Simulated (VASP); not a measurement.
GW runs with VASP on KBr (rock salt), on PBE orbitals with a Kohn-Sham gap of 4.43 eV on the mesh.

```
KBr
1.0
    0.00000     3.30000     3.30000
    3.30000     0.00000     3.30000
    3.30000     3.30000     0.00000
K Br
1 1
Direct
  0.00000   0.00000   0.00000
  0.50000   0.50000   0.50000
```

Run with PREC = Normal, 500 eV cut-off, 4×4×4 Γ-centred mesh, Gaussian smearing of 0.010 eV, potentials K_sv_GW Br_GW.

The mesh is coarse and the basis finite, so the quasiparticle values are not converged.

```tsv
run	level	NBANDS	ENCUTGW (eV)	QP gap (eV)	smallest direct QP gap (eV)
run 1	G0W0@PBE, 1 step(s)	64	150	6.72	6.72
run 2	G0W0@PBE, 1 step(s)	160	200	6.95	6.95
run 3	evGW0@PBE, 4 step(s)	160	200	(withheld)	(withheld)
```

**Question.** Complete the blanks.

**Answer.** 
- run 3, QP gap (eV): 7.42
- run 3, smallest direct QP gap (eV): 7.42

Left out are failed runs and those that VASP or the mesh makes unfit.

The compound is KBr in the rock salt structure. The cell was not relaxed at this level.
